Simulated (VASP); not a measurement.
Output of a VASP run:

File OSZICAR:
```
       N       E                     dE             d eps       ncg     rms          rms(c)
DAV:   1     0.163573756780E+03    0.16357E+03   -0.12969E+04  2900   0.230E+03
DAV:   2     0.271582599948E+02   -0.13642E+03   -0.12362E+03  3384   0.365E+02
DAV:   3     0.172564052987E+02   -0.99019E+01   -0.93312E+01  4016   0.111E+02
DAV:   4     0.169352164888E+02   -0.32119E+00   -0.31934E+00  3660   0.187E+01
DAV:   5     0.169230484112E+02   -0.12168E-01   -0.12167E-01  4204   0.326E+00    0.391E+01
DAV:   6    -0.294197009692E+02   -0.46343E+02   -0.17917E+02  2880   0.187E+02    0.726E+00
DAV:   7    -0.298084412083E+02   -0.38874E+00   -0.55828E+00  3540   0.336E+01    0.510E+00
DAV:   8    -0.295447422181E+02    0.26370E+00   -0.64200E-01  3096   0.887E+00    0.228E+00
DAV:   9    -0.297540391810E+02   -0.20930E+00   -0.33532E-01  4544   0.375E+00    0.194E+00
DAV:  10    -0.297493543414E+02    0.46848E-02   -0.36979E-02  3136   0.231E+00    0.670E-01
DAV:  11    -0.297243865148E+02    0.24968E-01   -0.26988E-02  3156   0.184E+00    0.293E-01
DAV:  12    -0.297591354720E+02   -0.34749E-01   -0.31781E-02  4128   0.176E+00    0.500E-01
DAV:  13    -0.297590932254E+02    0.42247E-04   -0.87773E-03  4516   0.891E-01    0.467E-02
DAV:  14    -0.297592561541E+02   -0.16293E-03   -0.14264E-04  3604   0.131E-01    0.369E-02
DAV:  15    -0.297592738261E+02   -0.17672E-04   -0.10696E-04  4372   0.737E-02    0.149E-02
DAV:  16    -0.297592824201E+02   -0.85940E-05   -0.58490E-06  3584   0.276E-02    0.249E-03
DAV:  17    -0.297592829618E+02   -0.54162E-06   -0.78677E-07  4140   0.754E-03    0.279E-03
DAV:  18    -0.297592831550E+02   -0.19322E-06   -0.16273E-07  1760   0.477E-03    0.118E-03
DAV:  19    -0.297592826577E+02    0.49726E-06   -0.63065E-08  1568   0.308E-03    0.127E-03
DAV:  20    -0.297592825301E+02    0.12765E-06   -0.44229E-08  1524   0.176E-03    0.857E-04
DAV:  21    -0.297592824742E+02    0.55852E-07   -0.11738E-08  1508   0.936E-04
   1 F= -.29759282E+02 E0= -.29759282E+02  d E =0.000000E+00
       N       E                     dE             ncg
```

**OUTCAR**
```
------------------------ aborting loop because EDIFF is reached ----------------------------------------
  FORCE on cell =-STRESS in cart. coord.  units (eV):
  Direction    XX          YY          ZZ          XY          YZ          ZX
  --------------------------------------------------------------------------------------
  Total       -0.0115686     -0.0115686     -0.0115686      0.0000000      0.0000000      0.0000000
  in kB       -0.7093898     -0.7093898     -0.7093898      0.0000000      0.0000000      0.0000000
  external PRESSURE =      -0.7093898 kB  Pullay stress =       0.0000000 kB
  volume of cell :       26.13
      direct lattice vectors                 reciprocal lattice vectors
     0.000000000  2.355185636  2.355185636    -0.212297490  0.212297490  0.212297490
     2.355185636  0.000000000  2.355185636     0.212297490 -0.212297490  0.212297490
     2.355185636  2.355185636  0.000000000     0.212297490  0.212297490 -0.212297490
 POSITION                                       TOTAL-FORCE (eV/Angst)
 -----------------------------------------------------------------------------------
      0.00000      0.00000      0.00000        -0.000000     -0.000000      0.000000
      2.35519      2.35519      2.35519         0.000000      0.000000     -0.000000
 -----------------------------------------------------------------------------------
    total drift:                                0.000000      0.000000      0.000000
  FREE ENERGIE OF THE ION-ELECTRON SYSTEM (eV)
  ---------------------------------------------------
  free  energy   TOTEN  =       -29.7592824742 eV

  energy  without entropy=      -29.7592824742  energy(sigma->0) =      -29.75928247

 total charge

# of ion       s       p       d       tot
------------------------------------------
    1        2.168   6.034   1.589   9.791
    2        0.908   1.475   0.000   2.384
--------------------------------------------------
tot          3.076   7.509   1.589  12.174
```
(Selected blocks of OUTCAR.)

### POSCAR
```
ZrC
1
   -0.0000000000     2.3551856362     2.3551856362
    2.3551856362     0.0000000000     2.3551856362
    2.3551856362     2.3551856362    -0.0000000000
Zr C
1 1
Direct
  0.0000000000   0.0000000000   0.0000000000
  0.5000000000   0.5000000000   0.5000000000
```

### Question
Write an INCAR and KPOINTS that could have produced this output.

### Answer
One answer among several that fit: the input of the run itself, TPSS meta-GGA, plane waves, VASP's PBE PAW potentials (set 64).

KPOINTS_OPT:
```
k-points along high-symmetry lines
10
Line-mode
Reciprocal
  0.000000   0.000000   0.000000 ! GAMMA
  0.500000   0.000000   0.500000 ! X

  0.500000   0.000000   0.500000 ! X
  0.625000   0.250000   0.625000 ! U

  0.375000   0.375000   0.750000 ! K
  0.000000   0.000000   0.000000 ! GAMMA

  0.000000   0.000000   0.000000 ! GAMMA
  0.500000   0.500000   0.500000 ! L

  0.500000   0.500000   0.500000 ! L
  0.500000   0.250000   0.750000 ! W

  0.500000   0.250000   0.750000 ! W
  0.500000   0.000000   0.500000 ! X
```

**KPOINTS**
```
Automatic mesh
0
Gamma
15 15 15
0 0 0
```

INCAR:
```
SYSTEM = ZrC
PREC = Accurate
ENCUT = 520
EDIFF = 1E-7
NELM = 100
ALGO = Normal
LREAL = .FALSE.
LASPH = .TRUE.
ISMEAR = -5
METAGGA = TPSS
LMIXTAU = .TRUE.
LMAXMIX = 4
LWAVE = .FALSE.
LCHARG = .FALSE.
LORBIT = 11
NEDOS = 601
ISIF = 2
```

POTCAR, in this order: Zr_sv C (PBE.64 set). Program: vasp_std.

For a metal the tetrahedron method with Blöchl corrections gives inexact stress and forces.

The compound is ZrC in the rock salt structure. It was relaxed first.
